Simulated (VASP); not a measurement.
These are PBEsol GGA, VASP's PBE PAW potentials (set 64) (plane waves; VASP 6.6.1) values and carry that method's errors.

Input for VASP

### KPOINTS
```
Automatic mesh
0
G
  11 11 9
```

### INCAR
```
ALGO  =  Normal
EDIFF  =  1E-6
EDIFFG  =  -0.01
ENCUT  =  400
GGA  =  PS
IBRION  =  2
ISIF  =  3
ISMEAR  =  1
LASPH  =  .TRUE.
LCHARG  =  .FALSE.
LMAXMIX  =  6
LREAL  =  .FALSE.
LWAVE  =  .FALSE.
NELM  =  100
NSW  =  60
PREC  =  Accurate
SIGMA  =  0.1
SYSTEM  =  TaGe
```

POSCAR:
```
TaGe
1
    3.5770000000     0.0000000000     0.0000000000
   -1.7885000000     3.0977730000     0.0000000000
    0.0000000000     0.0000000000     3.4909750000
Ta Ge
1 1
Direct
  0.0000000000   0.0000000000   0.0000000000
  0.6666670000   0.3333330000   0.5000000000
```

POTCAR, in this order: Ta_pv Ge_d (PBE.64 set). Program: vasp_std.

Output

### OSZICAR
```
...
DAV:   2    -0.229705785271E+02    0.18133E+02   -0.38948E+01  3704   0.111E+02    0.179E+01
DAV:   3    -0.158566232588E+02    0.71140E+01   -0.15183E+01  3272   0.330E+01    0.541E+00
DAV:   4    -0.154048629390E+02    0.45176E+00   -0.20087E+00  3216   0.122E+01    0.302E+00
DAV:   5    -0.153708102216E+02    0.34053E-01   -0.11428E-01  3072   0.342E+00    0.110E+00
DAV:   6    -0.153648808733E+02    0.59293E-02   -0.74682E-03  4304   0.152E+00    0.168E-01
DAV:   7    -0.153648204736E+02    0.60400E-04   -0.49317E-04  3192   0.314E-01    0.664E-02
DAV:   8    -0.153648194173E+02    0.10564E-05   -0.39989E-05  3088   0.652E-02    0.950E-03
DAV:   9    -0.153648170585E+02    0.23588E-05   -0.85675E-06  3256   0.558E-02    0.225E-03
DAV:  10    -0.153648169050E+02    0.15344E-06   -0.27035E-07  1352   0.791E-03
   7 F= -.15364817E+02 E0= -.15364528E+02  d E =0.215281E+01
       N       E                     dE             d eps       ncg     rms          rms(c)
DAV:   1    -0.392064447331E+02   -0.23842E+02   -0.77888E+02  3120   0.551E+02    0.311E+01
DAV:   2    -0.237603681834E+02    0.15446E+02   -0.56247E+01  3568   0.170E+02    0.151E+01
DAV:   3    -0.181331898785E+02    0.56272E+01   -0.12145E+01  3272   0.417E+01    0.447E+00
DAV:   4    -0.178802091983E+02    0.25298E+00   -0.58209E-01  3768   0.912E+00    0.216E+00
DAV:   5    -0.178525181961E+02    0.27691E-01   -0.66135E-02  3776   0.445E+00    0.499E-01
DAV:   6    -0.178516548702E+02    0.86333E-03   -0.61459E-03  3280   0.108E+00    0.195E-01
DAV:   7    -0.178516372882E+02    0.17582E-04   -0.42644E-04  3424   0.295E-01    0.538E-02
DAV:   8    -0.178516282918E+02    0.89964E-05   -0.87055E-05  3456   0.131E-01    0.908E-03
DAV:   9    -0.178516271092E+02    0.11826E-05   -0.87129E-06  3112   0.329E-02    0.317E-03
DAV:  10    -0.178516270736E+02    0.35576E-07   -0.35054E-07  1480   0.724E-03
   8 F= -.17851627E+02 E0= -.17852039E+02  d E =-.334004E+00
       N       E                     dE             d eps       ncg     rms          rms(c)
DAV:   1    -0.184364605576E+02   -0.58483E+00   -0.14128E+01  3224   0.556E+01    0.491E+00
DAV:   2    -0.180352466070E+02    0.40121E+00   -0.77267E-01  3400   0.109E+01    0.234E+00
DAV:   3    -0.179046440060E+02    0.13060E+00   -0.19471E-01  3480   0.693E+00    0.707E-01
DAV:   4    -0.178951827880E+02    0.94612E-02   -0.14522E-02  3216   0.113E+00    0.319E-01
DAV:   5    -0.178945071259E+02    0.67566E-03   -0.17544E-03  3560   0.699E-01    0.771E-02
DAV:   6    -0.178944774432E+02    0.29683E-04   -0.13865E-04  3120   0.186E-01    0.153E-02
DAV:   7    -0.178944760502E+02    0.13930E-05   -0.84184E-06  3176   0.287E-02    0.857E-03
DAV:   8    -0.178944758353E+02    0.21494E-06   -0.63783E-07  1400   0.115E-02
   9 F= -.17894476E+02 E0= -.17894329E+02  d E =-.428488E-01
       N       E                     dE             d eps       ncg     rms          rms(c)
DAV:   1    -0.179066756368E+02   -0.12200E-01   -0.28423E-01  3208   0.730E+00    0.710E-01
DAV:   2    -0.178984684556E+02    0.82072E-02   -0.15690E-02  3400   0.164E+00    0.338E-01
DAV:   3    -0.178958046309E+02    0.26638E-02   -0.40258E-03  3544   0.105E+00    0.105E-01
DAV:   4    -0.178956124235E+02    0.19221E-03   -0.34673E-04  3344   0.187E-01    0.457E-02
DAV:   5    -0.178956021726E+02    0.10251E-04   -0.34902E-05  3528   0.978E-02    0.116E-02
DAV:   6    -0.178956020911E+02    0.81581E-07   -0.28844E-06  2416   0.259E-02
  10 F= -.17895602E+02 E0= -.17895381E+02  d E =-.439750E-01
       N       E                     dE             d eps       ncg     rms          rms(c)
DAV:   1    -0.178957291387E+02   -0.12697E-03   -0.38431E-03  3208   0.856E-01    0.828E-02
DAV:   2    -0.178956173318E+02    0.11181E-03   -0.21600E-04  3400   0.185E-01    0.392E-02
DAV:   3    -0.178955815996E+02    0.35732E-04   -0.52038E-05  3512   0.118E-01    0.123E-02
DAV:   4    -0.178955792145E+02    0.23851E-05   -0.45269E-06  3168   0.207E-02    0.544E-03
DAV:   5    -0.178955792838E+02   -0.69387E-07   -0.41296E-07  1304   0.115E-02
  11 F= -.17895579E+02 E0= -.17895354E+02  d E =-.439522E-01
       N       E                     dE             d eps       ncg     rms          rms(c)
DAV:   1    -0.178969819098E+02   -0.14027E-02   -0.35540E-02  2784   0.223E+00    0.212E-01
DAV:   2    -0.178961346509E+02    0.84726E-03   -0.11751E-03  3504   0.467E-01    0.116E-01
DAV:   3    -0.178958015846E+02    0.33307E-03   -0.70506E-04  3352   0.321E-01    0.345E-02
DAV:   4    -0.178957968256E+02    0.47590E-05   -0.32787E-05  3032   0.600E-02    0.208E-02
DAV:   5    -0.178957936430E+02    0.31827E-05   -0.81694E-06  3440   0.484E-02    0.391E-03
DAV:   6    -0.178957934882E+02    0.15481E-06   -0.54583E-07  1352   0.104E-02
  12 F= -.17895793E+02 E0= -.17895570E+02  d E =-.214204E-03
       N       E                     dE             d eps       ncg     rms          rms(c)
DAV:   1    -0.178963345236E+02   -0.54088E-03   -0.14434E-02  2776   0.142E+00    0.135E-01
DAV:   2    -0.178959911383E+02    0.34339E-03   -0.47779E-04  3504   0.294E-01    0.741E-02
DAV:   3    -0.178958556550E+02    0.13548E-03   -0.28388E-04  3328   0.201E-01    0.220E-02
DAV:   4    -0.178958535911E+02    0.20639E-05   -0.12948E-05  3040   0.374E-02    0.133E-02
DAV:   5    -0.178958521140E+02    0.14771E-05   -0.30193E-06  2560   0.303E-02    0.241E-03
DAV:   6    -0.178958520531E+02    0.60912E-07   -0.36605E-07  1368   0.788E-03
  13 F= -.17895852E+02 E0= -.17895641E+02  d E =-.272769E-03
       N       E                     dE             d eps       ncg     rms          rms(c)
DAV:   1    -0.178959564687E+02   -0.10435E-03   -0.29251E-03  2784   0.638E-01    0.607E-02
DAV:   2    -0.178958871100E+02    0.69359E-04   -0.96806E-05  3504   0.131E-01    0.334E-02
DAV:   3    -0.178958596137E+02    0.27496E-04   -0.57261E-05  3312   0.898E-02    0.991E-03
DAV:   4    -0.178958591275E+02    0.48616E-06   -0.26443E-06  2624   0.168E-02
  14 F= -.17895859E+02 E0= -.17895657E+02  d E =-.279844E-03
       N       E                     dE             d eps       ncg     rms          rms(c)
DAV:   1    -0.178958764919E+02   -0.16878E-04   -0.57839E-04  2760   0.279E-01    0.269E-02
DAV:   2    -0.178958626033E+02    0.13889E-04   -0.19197E-05  3496   0.584E-02    0.148E-02
DAV:   3    -0.178958571549E+02    0.54484E-05   -0.11112E-05  3256   0.389E-02    0.426E-03
DAV:   4    -0.178958571411E+02    0.13752E-07   -0.44151E-07  1320   0.734E-03
  15 F= -.17895857E+02 E0= -.17895651E+02  d E =-.277857E-03
       N       E                     dE             d eps       ncg     rms          rms(c)
DAV:   1    -0.178969801871E+02   -0.11230E-02   -0.22333E-02  3336   0.263E+00    0.229E-01
DAV:   2    -0.178961592559E+02    0.82093E-03   -0.15483E-03  3272   0.601E-01    0.997E-02
DAV:   3    -0.178959276650E+02    0.23159E-03   -0.41871E-04  3576   0.355E-01    0.296E-02
DAV:   4    -0.178959073002E+02    0.20365E-04   -0.22221E-05  2872   0.524E-02    0.135E-02
DAV:   5    -0.178959045007E+02    0.27995E-05   -0.26421E-06  2376   0.235E-02    0.328E-03
DAV:   6    -0.178959043182E+02    0.18247E-06   -0.25393E-07  1344   0.685E-03
  16 F= -.17895904E+02 E0= -.17895694E+02  d E =-.471771E-04
       N       E                     dE             d eps       ncg     rms          rms(c)
DAV:   1    -0.178960275974E+02   -0.12310E-03   -0.24085E-03  3328   0.860E-01    0.751E-02
DAV:   2    -0.178959389186E+02    0.88679E-04   -0.16721E-04  3272   0.198E-01    0.327E-02
DAV:   3    -0.178959143619E+02    0.24557E-04   -0.45114E-05  3576   0.117E-01    0.972E-03
DAV:   4    -0.178959127448E+02    0.16171E-05   -0.23556E-06  2280   0.173E-02    0.440E-03
DAV:   5    -0.178959128359E+02   -0.91074E-07   -0.30697E-07  1296   0.738E-03
  17 F= -.17895913E+02 E0= -.17895703E+02  d E =-.556948E-04
```

**OUTCAR**
```
------------------------ aborting loop because EDIFF is reached ----------------------------------------
  FORCE on cell =-STRESS in cart. coord.  units (eV):
  Direction    XX          YY          ZZ          XY          YZ          ZX
  --------------------------------------------------------------------------------------
  Total       -0.0053215     -0.0053215      0.0014501      0.0000000      0.0000000     -0.0000000
  in kB       -0.2582013     -0.2582014      0.0703580      0.0000000      0.0000000     -0.0000000
  external PRESSURE =      -0.1486816 kB  Pullay stress =       0.0000000 kB
  volume of cell :       33.02
      direct lattice vectors                 reciprocal lattice vectors
     3.053671593 -0.000000000  0.000000000     0.327474638  0.189067565  0.000000000
    -1.526835797  2.644557249  0.000000000     0.000000000  0.378135130  0.000000000
    -0.000000000 -0.000000000  4.088937577    -0.000000000 -0.000000000  0.244562305
 POSITION                                       TOTAL-FORCE (eV/Angst)
 -----------------------------------------------------------------------------------
      0.00000      0.00000      0.00000        -0.000000     -0.000000     -0.000000
      1.52684      0.88152      2.04447         0.000000      0.000000      0.000000
 -----------------------------------------------------------------------------------
    total drift:                               -0.000747      0.000432      0.000000
  FREE ENERGIE OF THE ION-ELECTRON SYSTEM (eV)
  ---------------------------------------------------
  free  energy   TOTEN  =       -17.8959128359 eV

  energy  without entropy=      -17.8952845510  energy(sigma->0) =      -17.89570341

 reached required accuracy - stopping structural energy minimisation
```
(Selected blocks of OUTCAR.)

File CONTCAR:
```
TaGe
   1.00000000000000
     3.0536715930462699   -0.0000000000000000    0.0000000000000000
    -1.5268357965231349    2.6445572494020175    0.0000000000000000
    -0.0000000000000000   -0.0000000000000000    4.0889375769656118
  Ta              Ge
     1     1
Direct
     0.0000000000000000    0.0000000000000000    0.0000000000000000
     0.6666669999999968    0.3333330000000032    0.5000000000000000
```

Energy and stress use the plane-wave basis of the starting cell.

The structure was generated: TaGe was put into the WC type (P-6m2), which need not be its known phase. This run relaxes it. Symmetry was kept, so distortions that lower it aren't found. The electron count is odd and the run is not spin-polarised, which forces a metal.
